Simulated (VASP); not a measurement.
Output of a VASP run:

File OSZICAR:
```
...
DAV:   8    -0.642553522511E+02    0.34912E-01   -0.22442E-01  1237   0.588E+00    0.363E-01
DAV:   9    -0.641776580987E+02    0.77694E-01   -0.34395E-01  1232   0.641E+00    0.231E-01
DAV:  10    -0.642101883984E+02   -0.32530E-01   -0.12310E-01  1222   0.336E+00    0.783E-02
DAV:  11    -0.642713986508E+02   -0.61210E-01   -0.42472E-02  1277   0.213E+00    0.757E-02
DAV:  12    -0.642701321713E+02    0.12665E-02   -0.15971E-03  1567   0.437E-01    0.369E-02
DAV:  13    -0.642745979563E+02   -0.44658E-02   -0.17907E-03  1232   0.505E-01    0.137E-02
DAV:  14    -0.642750092509E+02   -0.41129E-03   -0.28328E-04  1262   0.229E-01    0.597E-03
DAV:  15    -0.642751456854E+02   -0.13643E-03   -0.85424E-05  1292   0.952E-02    0.357E-03
DAV:  16    -0.642751415638E+02    0.41215E-05   -0.75691E-06  1605   0.300E-02    0.166E-03
DAV:  17    -0.642751460822E+02   -0.45183E-05   -0.40593E-06  1232   0.230E-02    0.613E-04
DAV:  18    -0.642751486501E+02   -0.25679E-05   -0.60807E-07   871   0.100E-02    0.492E-04
DAV:  19    -0.642751483388E+02    0.31129E-06   -0.14360E-07   696   0.468E-03
   1 F= -.64275148E+02 E0= -.64275129E+02  d E =-.642751E+02
       N       E                     dE             d eps       ncg     rms          rms(c)
DAV:   1    -0.657470962972E+02   -0.14719E+01   -0.35187E+01  1527   0.106E+02    0.638E+00
DAV:   2    -0.644908161342E+02    0.12563E+01   -0.23984E+00  1502   0.333E+01    0.257E+00
DAV:   3    -0.642907961593E+02    0.20002E+00   -0.74016E-01  1561   0.171E+01    0.290E-01
DAV:   4    -0.642984419041E+02   -0.76457E-02   -0.56635E-02  1268   0.260E+00    0.199E-01
DAV:   5    -0.643054036107E+02   -0.69617E-02   -0.79992E-03  1232   0.116E+00    0.119E-01
DAV:   6    -0.643028666958E+02    0.25369E-02   -0.10983E-02  1238   0.149E+00    0.729E-02
DAV:   7    -0.643075490317E+02   -0.46823E-02   -0.63926E-03  1242   0.103E+00    0.382E-02
DAV:   8    -0.643086026780E+02   -0.10536E-02   -0.14618E-03  1242   0.484E-01    0.186E-02
DAV:   9    -0.643090449685E+02   -0.44229E-03   -0.41890E-04  1357   0.251E-01    0.906E-03
DAV:  10    -0.643090378252E+02    0.71433E-05   -0.20913E-05  1492   0.412E-02    0.446E-03
DAV:  11    -0.643090447314E+02   -0.69062E-05   -0.12304E-05  1237   0.357E-02    0.179E-03
DAV:  12    -0.643090452182E+02   -0.48677E-06   -0.20483E-06  1312   0.224E-02
   2 F= -.64309045E+02 E0= -.64309051E+02  d E =-.338969E-01
       N       E                     dE             d eps       ncg     rms          rms(c)
DAV:   1    -0.644174470782E+02   -0.10840E+00   -0.28355E+00  1542   0.342E+01    0.166E+00
DAV:   2    -0.643303492074E+02    0.87098E-01   -0.15601E-01  1487   0.811E+00    0.714E-01
DAV:   3    -0.643137195680E+02    0.16630E-01   -0.68127E-02  1767   0.494E+00    0.727E-02
DAV:   4    -0.643141205163E+02   -0.40095E-03   -0.44650E-03  1222   0.723E-01    0.499E-02
DAV:   5    -0.643149369587E+02   -0.81644E-03   -0.78223E-04  1232   0.380E-01    0.329E-02
DAV:   6    -0.643139933872E+02    0.94357E-03   -0.15119E-03  1222   0.542E-01    0.296E-02
DAV:   7    -0.643152033110E+02   -0.12099E-02   -0.82354E-04  1232   0.367E-01    0.100E-02
DAV:   8    -0.643152435154E+02   -0.40204E-04   -0.68323E-05  1367   0.103E-01    0.519E-03
DAV:   9    -0.643152510020E+02   -0.74866E-05   -0.28062E-05  1247   0.682E-02    0.310E-03
DAV:  10    -0.643152563728E+02   -0.53707E-05   -0.30938E-06  1346   0.250E-02    0.116E-03
DAV:  11    -0.643152560089E+02    0.36389E-06   -0.58174E-07   826   0.852E-03
   3 F= -.64315256E+02 E0= -.64315262E+02  d E =-.401077E-01
```

OUTCAR:
```
------------------------ aborting loop because EDIFF is reached ----------------------------------------
  FORCE on cell =-STRESS in cart. coord.  units (eV):
  Direction    XX          YY          ZZ          XY          YZ          ZX
  --------------------------------------------------------------------------------------
  Total        0.0044292      0.0044292      0.0044292     -0.0000000     -0.0000000      0.0000000
  in kB        0.1716182      0.1716182      0.1716182     -0.0000000     -0.0000000      0.0000000
  external PRESSURE =       0.1716182 kB  Pullay stress =       0.0000000 kB
  volume of cell :       41.35
      direct lattice vectors                 reciprocal lattice vectors
     0.000000000  2.744609134  2.744609134    -0.182175303  0.182175303  0.182175303
     2.744609134  0.000000000  2.744609134     0.182175303 -0.182175303  0.182175303
     2.744609134  2.744609134  0.000000000     0.182175303  0.182175303 -0.182175303
 POSITION                                       TOTAL-FORCE (eV/Angst)
 -----------------------------------------------------------------------------------
      1.37230      1.37230      1.37230        -0.000000     -0.000000     -0.000000
      0.00000      0.00000      0.00000         0.000000      0.000000      0.000000
 -----------------------------------------------------------------------------------
    total drift:                                0.000000      0.000000      0.000000
  FREE ENERGIE OF THE ION-ELECTRON SYSTEM (eV)
  ---------------------------------------------------
  free  energy   TOTEN  =       -64.3152560089 eV

  energy  without entropy=      -64.3152734789  energy(sigma->0) =      -64.31526183

 reached required accuracy - stopping structural energy minimisation
```
(Selected blocks of OUTCAR.)

**POSCAR**
```
BiB
1
    0.0000000000     2.8040940000     2.8040940000
    2.8040940000     0.0000000000     2.8040940000
    2.8040940000     2.8040940000     0.0000000000
Bi B
1 1
Direct
  0.2500000000   0.2500000000   0.2500000000
  0.0000000000   0.0000000000   0.0000000000
```

Q: Reconstruct the remaining input files.

A: One answer among several that fit: the input of the run itself, r2SCAN meta-GGA, plane waves, VASP's PBE PAW potentials (set 64).

INCAR:
```
SYSTEM = BiB
PREC = Accurate; ENCUT = 520; LREAL = F
LASPH = T
EDIFF = 1E-6; NELM = 100; ALGO = Normal
LMAXMIX = 4; LMIXTAU = T
ISMEAR = 1; SIGMA = 0.1
METAGGA = R2SCAN
IBRION = 2; NSW = 60; ISIF = 3
EDIFFG = -0.01
LWAVE = F; LCHARG = F
```

KPOINTS:
```
Automatic mesh
0
Gamma
10 10 10
0 0 0
```

POTCAR, in this order: Bi_d B (PBE.64 set). Program: vasp_std.

Energy and stress use the plane-wave basis of the starting cell.

The structure was generated: BiB was put into the zincblende type (F-43m), which need not be its known phase. This run relaxes it. Symmetry was kept, so distortions that lower it aren't found.
